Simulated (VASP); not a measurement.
Energy against volume of Bi (a7). Level of theory: rev-vdW-DF2, VASP's PBE PAW potentials (set 64) (plane waves; VASP). Settings: 520 eV cut-off, 10×10×10 Γ-centred mesh, first-order Methfessel-Paxton smearing of 0.10 eV, potentials Bi_d.

Shape and ions are relaxed at each volume.

| V (Å³/atom) | E (eV/atom) |
|---|---|
| 33.495 | -0.93061 |
| 34.564 | -0.94341 |
| 35.633 | -0.94770 |
| 36.702 | -0.94523 |

Fit these four points and predict the energy of the run at 37.771 Å³/atom.

A cubic in V^(−2/3), the third-order Birch-Murnaghan form, passes through the four points with V0 = 35.74 Å³/atom and B0 = 33 GPa, and gives -0.9374 eV/atom there. The run gave -0.9375 eV/atom, -0.1 meV/atom from the fit; all five points give B0 = 33 GPa.

The compound is Bi in the a7 structure. It was relaxed first.
